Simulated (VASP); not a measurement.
OSZICAR of a VASP run on WSe$_{2}$ (relaxed from the CdI2 structure, space group P-3m1):

OSZICAR:
```
       N       E                     dE             d eps       ncg     rms          rms(c)
DAV:   1     0.104441953581E+03    0.10444E+03   -0.11628E+04  1756   0.125E+03
DAV:   2    -0.803656982078E+02   -0.18481E+03   -0.18180E+03  2171   0.329E+02
DAV:   3    -0.877300622205E+02   -0.73644E+01   -0.72688E+01  2163   0.639E+01
DAV:   4    -0.878235666914E+02   -0.93504E-01   -0.93330E-01  2218   0.731E+00
DAV:   5    -0.878244738809E+02   -0.90719E-03   -0.90701E-03  2126   0.794E-01    0.213E+01
DAV:   6    -0.833185874369E+02    0.45059E+01   -0.85035E+00  1927   0.249E+01    0.627E+00
DAV:   7    -0.809063691713E+02    0.24122E+01   -0.31528E+00  1907   0.980E+00    0.377E+00
DAV:   8    -0.808250539530E+02    0.81315E-01   -0.56581E-01  2085   0.497E+00    0.132E+00
DAV:   9    -0.809308307566E+02   -0.10578E+00   -0.23733E-01  1821   0.310E+00    0.311E-01
DAV:  10    -0.809480322151E+02   -0.17201E-01   -0.45142E-02  1792   0.137E+00    0.155E-01
DAV:  11    -0.809478384164E+02    0.19380E-03   -0.81835E-03  1744   0.686E-01    0.115E-01
DAV:  12    -0.809505910111E+02   -0.27526E-02   -0.17073E-03  1791   0.275E-01    0.346E-02
DAV:  13    -0.809508128076E+02   -0.22180E-03   -0.62264E-04  1823   0.198E-01    0.285E-02
DAV:  14    -0.809510162112E+02   -0.20340E-03   -0.13218E-04  1837   0.975E-02    0.970E-03
DAV:  15    -0.809510241114E+02   -0.79001E-05   -0.24688E-05  1887   0.389E-02    0.511E-03
DAV:  16    -0.809510301392E+02   -0.60279E-05   -0.56711E-06  1711   0.182E-02    0.375E-03
DAV:  17    -0.809510295896E+02    0.54958E-06   -0.39176E-07   860   0.543E-03
   1 F= -.80951030E+02 E0= -.80951230E+02  d E =-.809510E+02
       N       E                     dE             d eps       ncg     rms          rms(c)
DAV:   1    -0.809547782135E+02   -0.37481E-02   -0.12290E-01  1701   0.331E+00    0.343E-01
DAV:   2    -0.809522944149E+02    0.24838E-02   -0.10557E-02  1929   0.658E-01    0.161E-01
DAV:   3    -0.809519009113E+02    0.39350E-03   -0.19915E-03  1755   0.352E-01    0.893E-02
DAV:   4    -0.809518871538E+02    0.13758E-04   -0.43468E-04  2069   0.131E-01    0.572E-02
DAV:   5    -0.809518832866E+02    0.38671E-05   -0.53177E-05  1805   0.554E-02    0.110E-02
DAV:   6    -0.809518901506E+02   -0.68639E-05   -0.28072E-05  1797   0.418E-02    0.494E-03
DAV:   7    -0.809518959022E+02   -0.57516E-05   -0.64056E-06  1787   0.188E-02    0.234E-03
DAV:   8    -0.809518963005E+02   -0.39831E-06   -0.76034E-07   866   0.767E-03
   2 F= -.80951896E+02 E0= -.80952035E+02  d E =-.866711E-03
       N       E                     dE             d eps       ncg     rms          rms(c)
DAV:   1    -0.809533162464E+02   -0.14203E-02   -0.53895E-02  1701   0.219E+00    0.227E-01
DAV:   2    -0.809522202668E+02    0.10960E-02   -0.46172E-03  1929   0.436E-01    0.107E-01
DAV:   3    -0.809520469944E+02    0.17327E-03   -0.88074E-04  1754   0.234E-01    0.593E-02
DAV:   4    -0.809520427238E+02    0.42706E-05   -0.19251E-04  2070   0.870E-02    0.381E-02
DAV:   5    -0.809520428442E+02   -0.12045E-06   -0.23421E-05  1803   0.368E-02    0.726E-03
DAV:   6    -0.809520462202E+02   -0.33760E-05   -0.12311E-05  1793   0.278E-02    0.329E-03
DAV:   7    -0.809520488341E+02   -0.26139E-05   -0.27854E-06  1428   0.125E-02    0.157E-03
DAV:   8    -0.809520491523E+02   -0.31817E-06   -0.35600E-07   856   0.526E-03
   3 F= -.80952049E+02 E0= -.80952146E+02  d E =-.101956E-02
       N       E                     dE             d eps       ncg     rms          rms(c)
DAV:   1    -0.809520524628E+02   -0.36286E-05   -0.13625E-04  1701   0.110E-01    0.114E-02
DAV:   2    -0.809520505367E+02    0.19261E-05   -0.11686E-05  1934   0.220E-02    0.537E-03
DAV:   3    -0.809520500075E+02    0.52921E-06   -0.21935E-06  1200   0.118E-02
   4 F= -.80952050E+02 E0= -.80952149E+02  d E =-.102042E-02
       N       E                     dE             d eps       ncg     rms          rms(c)
DAV:   1    -0.809522979406E+02   -0.24740E-03   -0.12110E-02  1701   0.104E+00    0.107E-01
DAV:   2    -0.809520580065E+02    0.23993E-03   -0.10270E-03  1929   0.207E-01    0.506E-02
DAV:   3    -0.809520195649E+02    0.38442E-04   -0.19858E-04  1753   0.112E-01    0.286E-02
DAV:   4    -0.809520140967E+02    0.54682E-05   -0.43427E-05  2061   0.413E-02    0.183E-02
DAV:   5    -0.809520101405E+02    0.39563E-05   -0.52333E-06  1787   0.174E-02    0.345E-03
DAV:   6    -0.809520105404E+02   -0.39991E-06   -0.27091E-06  1591   0.131E-02
   5 F= -.80952011E+02 E0= -.80952129E+02  d E =-.980951E-03
```

Q: Which electronic solver shows in the log?

A: It is blocked Davidson (ALGO = Normal, or the opening steps of other solvers). The INCAR had ALGO = Normal.

Q: Can the final energy be trusted as converged?

A: The run converged. It stopped with EDIFF = 1E-6, NELM = 100, NSW = 60 and EDIFFG = -0.02 after 5 ionic steps (r2SCAN meta-GGA, plane waves, VASP's PBE PAW potentials (set 64)).

The structure was generated: WSe2 was put into the CdI2 type (P-3m1), which need not be its known phase. This run relaxes it. Symmetry was kept, so distortions that lower it aren't found. The start is the result of an earlier pass.
